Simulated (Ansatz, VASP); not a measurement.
## Si2P in VASP and in Ansatz

```
Si P
1.0
    -3.29414    3.29414    2.25193
     3.29414   -3.29414    2.25193
     3.29414    3.29414   -2.25193
Si P
4 2
Direct
  0.37500 0.62500 0.75000
  0.37500 0.12500 0.75000
  0.37500 0.62500 0.25000
  0.87500 0.62500 0.25000
  0.00000 0.00000 0.00000
  0.75000 0.25000 0.50000
```

Alike in both runs: functional PBE; k mesh 10 × 10 × 10; occupations gaussian, width 0.1 eV; no spin polarisation.

Ansatz relaxed the structure, and its values are those at the end. VASP's run is a single point on that final structure, the one shown.

|  | VASP | Ansatz |
| --- | --- | --- |
| version | VASP 6.6.1 | Ansatz 0.2.0 |
| potentials or method | VASP PAW PBE potentials, release 64 (Si, P) | scalar-relativistic, plane waves, PAW |
| plane-wave cutoff (eV) | 520 | 420 |
| valence electrons in the cell | 26 | 26 |

Ansatz gave:

* gap on the k mesh at the Fermi level (eV): none
* pressure (GPa): 0.0

Estimate VASP's values.

gap on the k mesh at the Fermi level (eV): none; pressure (GPa): -0.1.

A gap of «none» marks a metal or a gap that the smearing closes. With one functional, cell and mesh, what is left measures potentials, basis and numerics.
